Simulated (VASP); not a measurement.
```yaml
crystal:
  lattice:
    - [0.00000, 2.18970, 2.18970]
    - [2.18970, 0.00000, 2.18970]
    - [2.18970, 2.18970, 0.00000]
  atoms:
    - { symbol: Si, position: [0.00000, 0.00000, 0.00000] }
    - { symbol: C, position: [0.25000, 0.25000, 0.25000] }
```

These are PBE GGA, VASP's PBE PAW potentials (set 64) (plane waves; VASP) values and carry that method's errors. Numerical set-up: 620 eV cut-off, 10×10×10 Γ-centred mesh, Gaussian smearing of 0.050 eV, potentials Si C.

### Question
Predict the energy per atom (σ→0), band gap (on the k-mesh) with the smallest direct gap where there is one.

### Answer

```yaml
band gap (on the k-mesh): 1.37 eV
smallest direct gap (on the k-mesh): 4.53 eV
energy per atom (σ→0): -7.531 eV/atom
```

The absolute energy has meaning only against runs of the same code, potentials and settings.

The compound is SiC in the zinc blende structure. It was relaxed first.
